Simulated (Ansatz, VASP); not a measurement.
# Ni (Nickel): VASP beside Ansatz, part 2 of 2

One calculation is typed for both programs; each brings its own data sets. How far apart do they land? The cell is taken from a series of runs on this material, whose earlier steps may have relaxed, scaled, displaced or heated it; both programs get it as it stands.

VASP 6.6.1 and Ansatz 0.2.0.

So far: The structure; Ansatz: elastic constants, LDA.

### 3. VASP: elastic constants, LDA

Level of this step: LDA, spin-polarised from a ferromagnetic start (one magnetic atom a cell); plane waves and PAW (Ni) (VASP).

The same cell, functional (in two slightly different forms), mesh and smearing now go to VASP, with its own data sets.

Lines of VASP's logs that name or quote its potential files are left out, and so is its time.

Contents of INCAR:

```
SYSTEM = Ni
PREC = Accurate
ENCUT = 600
EDIFF = 1E-08
NELM = 200
ISMEAR = 0
SIGMA = 0.1
LREAL = .FALSE.
ALGO = Normal
GGA = CA
NBANDS = 12
ISPIN = 2
MAGMOM = 0.7
LASPH = .TRUE.
LMAXMIX = 4
LORBIT = 11
LWAVE = .FALSE.
LCHARG = .FALSE.
ISIF = 3
IBRION = 6
NFREE = 2
POTIM = 0.015
NSW = 1
GGA_COMPAT = .FALSE.
```

Contents of POSCAR:

```
Ni
1.0
    0.0000000000      1.7505654716      1.7505654716
    1.7505654716      0.0000000000      1.7505654716
    1.7505654716      1.7505654716      0.0000000000
Ni
1
Direct
    0.0000000000      0.0000000000      0.0000000000
```

Contents of KPOINTS:

```
Automatic mesh
0
Gamma
10 10 10
0 0 0
```

Potentials, in the order of the species: Ni (LDA family, release 64).

Started as:

```sh
> mpirun -np 1 vasp_std
```

Numbers of over 12 decimals in the logs are rounded to 6 here.

What it wrote:

```text
[banner, memory and clock lines left out]
running    1 mpi-ranks, on    1 nodes
 distrk:  each k-point on    1 cores,    1 groups
 distr:  one band on    1 cores,    1 groups

 POSCAR found type information on POSCAR Ni
 POSCAR found :  1 types and       1 ions
 LDA part: xc-table for (Slater(with rela. corr.)+CA(PZ))
 , standard interpolation
 POSCAR, INCAR and KPOINTS ok, starting setup
 FFT: planning ... GRIDC
 FFT: planning ... GRID_SOFT
 FFT: planning ... GRID
 WAVECAR not read
 entering main loop
       N       E                     dE             d eps       ncg     rms          rms(c)
DAV:   1     0.327874045005E+02    0.32787E+02   -0.50861E+03  2344   0.122E+03
DAV:   2    -0.625804223091E+01   -0.39045E+02   -0.36309E+02  2372   0.184E+02
DAV:   3    -0.766225874083E+01   -0.14042E+01   -0.13884E+01  2628   0.373E+01
DAV:   4    -0.767379853499E+01   -0.11540E-01   -0.11537E-01  2588   0.311E+00
DAV:   5    -0.767401941350E+01   -0.22088E-03   -0.22088E-03  2656   0.397E-01    0.104E+01
DAV:   6    -0.692815806223E+01    0.74586E+00   -0.15601E+01  2876   0.533E+01    0.616E+00
DAV:   7    -0.656878184154E+01    0.35938E+00   -0.26150E+00  2792   0.207E+01    0.193E+00
DAV:   8    -0.655110872615E+01    0.17673E-01   -0.17392E-02  3184   0.110E+00    0.964E-01
DAV:   9    -0.654794806885E+01    0.31607E-02   -0.20516E-03  3464   0.344E-01    0.266E-01
DAV:  10    -0.654733131390E+01    0.61675E-03   -0.42926E-04  3380   0.138E-01    0.678E-02
DAV:  11    -0.654725823897E+01    0.73075E-04   -0.94914E-05  2984   0.962E-02    0.331E-02
DAV:  12    -0.654726022819E+01   -0.19892E-05   -0.26080E-06  2852   0.184E-02    0.157E-02
DAV:  13    -0.654726098358E+01   -0.75539E-06   -0.11247E-06  2904   0.107E-02    0.472E-03
DAV:  14    -0.654726086481E+01    0.11878E-06   -0.49495E-08  2520   0.247E-03    0.116E-03
DAV:  15    -0.654726085765E+01    0.71600E-08   -0.16267E-08  1412   0.147E-03
   1 F= -.65472609E+01 E0= -.65424185E+01  d E =-.968476E-02  mag=     0.6730
[... from here on, the cycles between the ionic steps are left out ...]
   2 F= -.65312667E+01 E0= -.65263577E+01  d E =-.981786E-02  mag=     0.6793
   3 F= -.65595011E+01 E0= -.65547577E+01  d E =-.948683E-02  mag=     0.6693
   8 F= -.65463205E+01 E0= -.65414882E+01  d E =-.966464E-02  mag=     0.6726
   9 F= -.65463205E+01 E0= -.65414882E+01  d E =-.966467E-02  mag=     0.6726
  10 F= -.65463205E+01 E0= -.65414882E+01  d E =-.966461E-02  mag=     0.6726
  11 F= -.65463206E+01 E0= -.65414882E+01  d E =-.966467E-02  mag=     0.6726
  12 F= -.65463205E+01 E0= -.65414882E+01  d E =-.966461E-02  mag=     0.6726
  13 F= -.65463206E+01 E0= -.65414882E+01  d E =-.966467E-02  mag=     0.6726
  14 F= -.65472582E+01 E0= -.65424158E+01  d E =-.968494E-02  mag=     0.6730
 Finite differences progress:
  Degree of freedom:   7/  7
  Displacement:        1/  2
  Total:              13/ 14
 bond charge predicted
       N       E                     dE             d eps       ncg     rms          rms(c)
DAV:   1    -0.654484027225E+01    0.24180E-02   -0.34530E+00  2580   0.132E+01    0.454E-01
DAV:   2    -0.654758574495E+01   -0.27455E-02   -0.27461E-02  2276   0.184E+00    0.242E-01
DAV:   3    -0.654753721184E+01    0.48533E-04   -0.46439E-04  2860   0.195E-01    0.106E-01
DAV:   4    -0.654724986242E+01    0.28735E-03   -0.45841E-04  2416   0.144E-01    0.206E-02
DAV:   5    -0.654725814675E+01   -0.82843E-05   -0.97645E-06  2580   0.240E-02    0.298E-03
DAV:   6    -0.654725808152E+01    0.65224E-07   -0.13963E-07  2852   0.331E-03    0.155E-03
DAV:   7    -0.654725818876E+01   -0.10723E-06   -0.13941E-08  2688   0.883E-04    0.642E-04
DAV:   8    -0.654725823483E+01   -0.46074E-07   -0.54269E-09  1648   0.478E-04    0.990E-05
DAV:   9    -0.654725823633E+01   -0.14943E-08   -0.13117E-10  1360   0.117E-04
  15 F= -.65472582E+01 E0= -.65424158E+01  d E =-.968493E-02  mag=     0.6730
 Finite differences progress:
  Degree of freedom:   7/  7
  Displacement:        2/  2
  Total:              14/ 14
```

OUTCAR, selected parts (step 3):

```text
ion  position               nearest neighbor table
   1  0.000  0.000  0.000-

  LATTYP: Found a face centered cubic cell.
 ALAT       =     3.5011309432

 Subroutine GETGRP returns: Found 48 space group operations
 (whereof 48 operations were pure point group operations)

The static configuration has the point symmetry O_h .

 Found     47 irreducible k-points:

   k-points           NKPTS =     47   k-points in BZ     NKDIM =     47   number of bands    NBANDS=     12

   dimension x,y,z NGX =    20 NGY =   20 NGZ =   20
   dimension x,y,z NGXF=    40 NGYF=   40 NGZF=   40

   ENCUT  =  600.0 eV  44.10 Ry    6.64 a.u.   4.94  4.94  4.94*2*pi/ulx,y,z

   NELECT =      10.0000    total number of electrons

 k-points in reciprocal lattice and weights: Automatic mesh
   0.00000000  0.00000000  0.00000000       0.001
   0.10000000  0.00000000  0.00000000       0.008
   0.20000000  0.00000000  0.00000000       0.008
   0.30000000  0.00000000  0.00000000       0.008
   0.40000000  0.00000000  0.00000000       0.008
   0.50000000  0.00000000  0.00000000       0.004
   0.10000000  0.10000000  0.00000000       0.006
   0.20000000  0.10000000  0.00000000       0.024
   0.30000000  0.10000000  0.00000000       0.024
[...]
-0.30000000  0.40000000  0.20000000       0.024
  -0.30000000  0.50000000  0.20000000       0.012

 average (electrostatic) potential at core
       1 -81.8816

 E-fermi :   9.2343

 spin component 1
 k-point     1 :       0.0000    0.0000    0.0000
  band No.  band energies     occupation
    ...
      2       6.7983      1.00000
      3       6.7983      1.00000
      4       6.7983      1.00000
      5       7.9793      1.00000
      6       7.9794      1.00000
      7      33.1224      0.00000
      8      36.9816      0.00000
      9      36.9816      0.00000
     10      36.9816      0.00000
     11      39.9800      0.00000
    ...

 k-point     2 :       0.1000    0.0000    0.0000
  band No.  band energies     occupation
    ...
      2       6.6996      1.00000
      3       6.8824      1.00000
      4       6.8824      1.00000
      5       7.9467      1.00000
      6       7.9467      1.00000
      7      31.3716      0.00000
      8      34.4090      0.00000
      9      36.2311      0.00000
     10      36.2311      0.00000
     11      41.1295      0.00000
    ...

 k-point     3 :       0.2000    0.0000    0.0000
  band No.  band energies     occupation
    ...
      2       6.5050      1.00000
      3       7.0187      1.00000
      4       7.0187      1.00000
      5       7.9594      1.00000
      6       7.9594      1.00000
      7      26.3464      0.00000
      8      33.6743      0.00000
      9      35.2192      0.00000
     10      35.2192      0.00000
     11      41.2359      0.00000
    ...

 k-point     4 :       0.3000    0.0000    0.0000
  band No.  band energies     occupation
    ...
      2       6.5832      1.00000
      3       6.9830      1.00000
      4       6.9830      1.00000
      5       8.2096      1.00000
      6       8.2096      1.00000
      7      21.3837      0.00000
      8      32.7798      0.00000
      9      34.5153      0.00000
     10      34.5153      0.00000
     11      39.3439      0.00000
    ...

 k-point     5 :       0.4000    0.0000    0.0000
  band No.  band energies     occupation
    ...
      2       6.8579      1.00000
      3       6.8579      1.00000
      4       7.7078      1.00000
      5       8.5353      1.00000
      6       8.5353      1.00000
      7      17.1573      0.00000
      8      31.9573      0.00000
      9      34.1320      0.00000
     10      34.1320      0.00000
     11      37.6355      0.00000
    ...

 k-point     6 :       0.5000    0.0000    0.0000
  band No.  band energies     occupation
    ...
      2       6.8004      1.00000
      3       6.8004      1.00000
      4       8.6763      1.00000
      5       8.6763      1.00000
      6       8.9395      0.99998
      7      15.0127      0.00000
      8      31.6393      0.00000
      9      34.0157      0.00000
     10      34.0157      0.00000
     11      37.0182      0.00000
    ...

  Total       -0.9455632     -0.9455632     -0.9455632     -0.0000000      0.0000000      0.0000000
  in kB     -141.2004457   -141.2004457   -141.2004457     -0.0000000      0.0000000      0.0000000
  external PRESSURE =    -141.2004457 kB  Pullay stress =       0.0000000 kB

  energy-cutoff  :      600.00
  volume of cell :       10.73
      direct lattice vectors                 reciprocal lattice vectors
     0.000000000  1.750565472  1.750565472    -0.285621994  0.285621994  0.285621994
     1.750565472  0.000000000  1.750565472     0.285621994 -0.285621994  0.285621994
     1.750565472  1.750565472  0.000000000     0.285621994  0.285621994 -0.285621994

 POSITION                                       TOTAL-FORCE (eV/Angst)
 -----------------------------------------------------------------------------------
     -0.01500      0.00000      0.00000         0.000000      0.000000      0.000000
 -----------------------------------------------------------------------------------
    total drift:                                0.000037      0.000000      0.000000

  FREE ENERGIE OF THE ION-ELECTRON SYSTEM (eV)
  ---------------------------------------------------
  free  energy   TOTEN  =        -6.5472582363 eV

  energy  without entropy=       -6.5375733070  energy(sigma->0) =       -6.54241577

  SYMMETRIZED ELASTIC MODULI (kBar)
 Direction    XX          YY          ZZ          XY          YZ          ZX
 --------------------------------------------------------------------------------
 XX        2637.6697   1581.0893   1581.0893      0.0000     -0.0000      0.0000
 YY        1581.0893   2637.6697   1581.0893     -0.0000     -0.0000     -0.0000
 ZZ        1581.0893   1581.0893   2637.6697     -0.0000     -0.0000     -0.0000
 XY           0.0000     -0.0000     -0.0000   1254.7329      0.0000      0.0000
 YZ          -0.0000     -0.0000     -0.0000      0.0000   1254.7329     -0.0000
 ZX           0.0000     -0.0000     -0.0000      0.0000     -0.0000   1254.7329
 --------------------------------------------------------------------------------

 Eigenvectors and eigenvalues of the dynamical matrix
 ----------------------------------------------------

   1 f  =    0.000000 THz     0.000000 2PiTHz    0.000000 cm-1     0.000000 meV
             X         Y         Z           dx          dy          dz
      0.000000  0.000000  0.000000     0.707107   -0.707107    0.000000

   2 f  =    0.000000 THz     0.000000 2PiTHz    0.000000 cm-1     0.000000 meV
             X         Y         Z           dx          dy          dz
      0.000000  0.000000  0.000000    -0.707107   -0.707107    0.000000

   3 f  =    0.000000 THz     0.000000 2PiTHz    0.000000 cm-1     0.000000 meV
             X         Y         Z           dx          dy          dz
      0.000000  0.000000  0.000000     0.000000    0.000000    1.000000

 ELASTIC MODULI CONTR FROM IONIC RELAXATION (kBar)
 Direction    XX          YY          ZZ          XY          YZ          ZX
 --------------------------------------------------------------------------------
 XX           0.0000      0.0000      0.0000      0.0000      0.0000      0.0000
 YY           0.0000      0.0000      0.0000      0.0000      0.0000      0.0000
 ZZ           0.0000      0.0000      0.0000      0.0000      0.0000      0.0000
 XY           0.0000      0.0000      0.0000      0.0000      0.0000      0.0000
 YZ           0.0000      0.0000      0.0000      0.0000      0.0000      0.0000
 ZX           0.0000      0.0000      0.0000      0.0000      0.0000      0.0000
 --------------------------------------------------------------------------------

 TOTAL ELASTIC MODULI (kBar)
 Direction    XX          YY          ZZ          XY          YZ          ZX
 --------------------------------------------------------------------------------
 XX        2637.6697   1581.0893   1581.0893      0.0000     -0.0000      0.0000
 YY        1581.0893   2637.6697   1581.0893     -0.0000     -0.0000     -0.0000
 ZZ        1581.0893   1581.0893   2637.6697     -0.0000     -0.0000     -0.0000
 XY           0.0000     -0.0000     -0.0000   1254.7329      0.0000      0.0000
 YZ          -0.0000     -0.0000     -0.0000      0.0000   1254.7329     -0.0000
 ZX           0.0000     -0.0000     -0.0000      0.0000     -0.0000   1254.7329
 --------------------------------------------------------------------------------

 total charge
# of ion       s       p       d       tot
------------------------------------------
    1        0.506   0.510   8.328   9.344

 magnetization (x)
# of ion       s       p       d       tot
------------------------------------------
    1       -0.003  -0.017   0.696   0.676

[... 6 further parts left out ...]
```

CONTCAR:

```
Ni
   1.00000000000000
     0.0000000000000000    1.7505654716000001    1.7505654716000001
     1.7505654716000001    0.0000000000000000    1.7505654716000001
     1.7505654716000001    1.7505654716000001    0.0000000000000000
  Ni
     1
Direct
     0.0042843299046365   -0.0042843299046365   -0.0042843299046365
```

The cell holds one magnetic atom, so no antiferromagnetic order fits into it.

Levels, forces or a CONTCAR printed for this step are those of its last displaced cell, not of the structure at rest.

### 4. Comparison

Known differences besides the potentials themselves: VASP starts from the moments at which Ansatz ended; the two LDA forms differ slightly; the data sets hold 18 valence electrons in Ansatz (on its PAW soft_1 files) and 10 in VASP; the cutoff is 260 eV in Ansatz and 600 eV in VASP; VASP's log shows a relativistic correction to its local exchange, Ansatz's none; VASP takes each elastic constant from one size of strain, Ansatz from those that its log lists; Ansatz's log warns that its cutoff lies below the recommended one. Total energies have different zeros and are not compared.

Compared:

| quantity | Ansatz | VASP | difference |
| --- | --- | --- | --- |
| C11 (GPa) | 525.8 | 263.8 | +99.36 % |
| C22 (GPa) | 525.8 | 263.8 | +99.36 % |
| C33 (GPa) | 525.8 | 263.8 | +99.36 % |
| C12 (GPa) | 290.6 | 158.1 | +83.82 % |
| C13 (GPa) | 290.6 | 158.1 | +83.82 % |
| C23 (GPa) | 290.6 | 158.1 | +83.82 % |
| C44 (GPa) | 162.8 | 125.5 | +29.74 % |
| C55 (GPa) | 162.8 | 125.5 | +29.74 % |
| C66 (GPa) | 162.8 | 125.5 | +29.74 % |

### 5. Outcome

| Quantity | Value |
| --- | --- |
| difference in C11 (elastic constants, LDA) | 99 % |

What this shows: The difference in C11 is 99 % (elastic constants, LDA), beyond the 5 % picked in this series as the mark of a large difference. The data sets hold unlike numbers of valence electrons (18 in Ansatz and 10 in VASP), so part of the differences comes from the potentials. Ansatz's own log doubts the convergence of its elastic constants, LDA run, which may account for the difference. How closely two codes agree says nothing of how well the functional describes the real material.

[Lines on the potential files, build, host, timing and source positions are cut from VASP's logs without a mark.]

[Logs are printed without paths, hosts, clocks, repeated set-up lines and the standing remarks that a program may print on its own settings, such as how far it seeks lower states.]

[Hosts, paths, dates, database ids (printed as entryN), source tags and the programs' standing remarks are cut or masked in the printed files.]
